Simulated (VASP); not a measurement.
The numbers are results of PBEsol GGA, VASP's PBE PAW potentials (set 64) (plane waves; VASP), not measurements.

VASP input:

### KPOINTS
```
Automatic mesh
0
Gamma
10 10 10
0 0 0
```

### INCAR
```
SYSTEM = InSb
PREC = Accurate; ENCUT = 520; LREAL = .False.
LASPH = .True.
EDIFF = 1E-7; NELM = 100; ALGO = Normal
LMAXMIX = 4
ISMEAR = 1; SIGMA = 0.1
GGA = PS
ISIF = 2
LWAVE = .False.; LCHARG = .False.
```

POSCAR:
```
InSb
1
    0.0000000000     3.1929026499     3.1929026499
    3.1929026499     0.0000000000     3.1929026499
    3.1929026499     3.1929026499     0.0000000000
In Sb
1 1
Direct
  0.0000000000   0.0000000000   0.0000000000
  0.2500000000   0.2500000000   0.2500000000
```

POTCAR, in this order: In_d Sb (PBE.64 set). Program: vasp_std.

The run wrote:

File OUTCAR:
```
 ion  position               nearest neighbor table
   1  0.000  0.000  0.000-   2 2.77   2 2.77   2 2.77   2 2.77
   2  0.250  0.250  0.250-   1 2.77   1 2.77   1 2.77   1 2.77
  LATTYP: Found a face centered cubic cell.
 ALAT       =     6.3858052998
 Subroutine PRICEL returns:
 Original cell was already a primitive cell.
 Subroutine GETGRP returns: Found 24 space group operations
The static configuration has the point symmetry T_d .
The dynamic configuration has the point symmetry T_d .
 Subroutine INISYM returns: Found 24 space group operations
 Subroutine IBZKPT returns following result:
 Found     47 irreducible k-points:

 Following reciprocal coordinates:
            Coordinates               Weight
  0.000000  0.000000  0.000000      1.000000
  0.100000  0.000000  0.000000      8.000000
  0.200000  0.000000  0.000000      8.000000
  0.300000  0.000000  0.000000      8.000000
  0.400000  0.000000  0.000000      8.000000
  0.500000  0.000000  0.000000      4.000000
  0.100000  0.100000  0.000000      6.000000
  0.200000  0.100000  0.000000     24.000000
  0.300000  0.100000  0.000000     24.000000
  0.400000  0.100000  0.000000     24.000000
  0.500000  0.100000  0.000000     24.000000
 -0.400000  0.100000  0.000000     24.000000
 -0.300000  0.100000  0.000000     24.000000
 -0.200000  0.100000  0.000000     24.000000
 -0.100000  0.100000  0.000000     12.000000
  0.200000  0.200000  0.000000      6.000000
  0.300000  0.200000  0.000000     24.000000
  0.400000  0.200000  0.000000     24.000000
  0.500000  0.200000  0.000000     24.000000
 -0.400000  0.200000  0.000000     24.000000
 -0.300000  0.200000  0.000000     24.000000
 -0.200000  0.200000  0.000000     12.000000
  0.300000  0.300000  0.000000      6.000000
  0.400000  0.300000  0.000000     24.000000
...
```

**OSZICAR**
```
       N       E                     dE             d eps       ncg     rms          rms(c)
DAV:   1     0.111598278806E+03    0.11160E+03   -0.81875E+03  1222   0.141E+03
DAV:   2    -0.341143950989E-01   -0.11163E+03   -0.10878E+03  1297   0.312E+02
DAV:   3    -0.760803550040E+01   -0.75739E+01   -0.74798E+01  1602   0.870E+01
DAV:   4    -0.781001115503E+01   -0.20198E+00   -0.20191E+00  1517   0.165E+01
DAV:   5    -0.781726361995E+01   -0.72525E-02   -0.72523E-02  1726   0.256E+00    0.438E+00
DAV:   6    -0.768775186031E+01    0.12951E+00   -0.21145E-01  1669   0.891E+00    0.249E+00
DAV:   7    -0.766117004752E+01    0.26582E-01   -0.85396E-02  1614   0.359E+00    0.661E-01
DAV:   8    -0.766027320736E+01    0.89684E-03   -0.87095E-03  1660   0.134E+00    0.317E-01
DAV:   9    -0.766061914551E+01   -0.34594E-03   -0.75503E-04  1377   0.290E-01    0.738E-02
DAV:  10    -0.766062583038E+01   -0.66849E-05   -0.35534E-05  1606   0.504E-02    0.400E-02
DAV:  11    -0.766064566634E+01   -0.19836E-04   -0.31907E-05  1342   0.536E-02    0.217E-02
DAV:  12    -0.766064620583E+01   -0.53949E-06   -0.10064E-06  1473   0.950E-03    0.494E-03
DAV:  13    -0.766064595203E+01    0.25380E-06   -0.48840E-07  1302   0.677E-03    0.284E-03
DAV:  14    -0.766064601318E+01   -0.61146E-07   -0.14520E-08  1036   0.849E-04
   1 F= -.76606460E+01 E0= -.76606739E+01  d E =0.836275E-04
```

OUTCAR:
```
------------------------ aborting loop because EDIFF is reached ----------------------------------------
  FORCE on cell =-STRESS in cart. coord.  units (eV):
  Direction    XX          YY          ZZ          XY          YZ          ZX
  --------------------------------------------------------------------------------------
  Total        1.2593585      1.2593585      1.2593585      0.0000000      0.0000000     -0.0000000
  in kB       30.9936648     30.9936648     30.9936648      0.0000000      0.0000000     -0.0000000
  external PRESSURE =      30.9936648 kB  Pullay stress =       0.0000000 kB
  volume of cell :       65.10
      direct lattice vectors                 reciprocal lattice vectors
     0.000000000  3.192902650  3.192902650    -0.156597321  0.156597321  0.156597321
     3.192902650  0.000000000  3.192902650     0.156597321 -0.156597321  0.156597321
     3.192902650  3.192902650  0.000000000     0.156597321  0.156597321 -0.156597321
  FREE ENERGIE OF THE ION-ELECTRON SYSTEM (eV)
  ---------------------------------------------------
  free  energy   TOTEN  =        -7.6606460132 eV

  energy  without entropy=       -7.6607296407  energy(sigma->0) =       -7.66067389
```
(Selected blocks of OUTCAR.)

The compound is InSb in the zinc blende structure. This cell is one point of a volume scan, at 0.94 of the reference volume.
